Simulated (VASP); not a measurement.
Consider the following.

```
ZrS2
1.0
    1.88743    -3.26913     0.00000
    1.88743     3.26913     0.00000
    0.00000     0.00000     5.82561
Zr S
1 2
Direct
  0.00000   0.00000   0.00000
  0.33333   0.66667   0.23711
  0.66667   0.33333   0.76289
```

All values below come from PBEsol GGA, VASP's PBE PAW potentials (set 64) (plane waves; VASP). Numerical set-up: 480 eV cut-off, 6×6×4 Γ-centred mesh, Gaussian smearing of 0.050 eV, potentials Zr_sv S.

Without a dispersion term in the relaxation, distances and binding between the weakly bound layers, chains or molecules are unreliable, and so is what depends on them.

Problem. Give the stress tensor in GPa (positive for a compressed cell).

Solution. 
```
-5.37   0.00   0.00
 0.00  -5.37   0.00
 0.00   0.00  -0.09
```
The pressure is its mean diagonal, -3.61 GPa.

The compound is ZrS2 in the 1T layered structure. This cell was strained or had an atom moved on purpose. Symmetry was kept, so distortions that lower it aren't found.
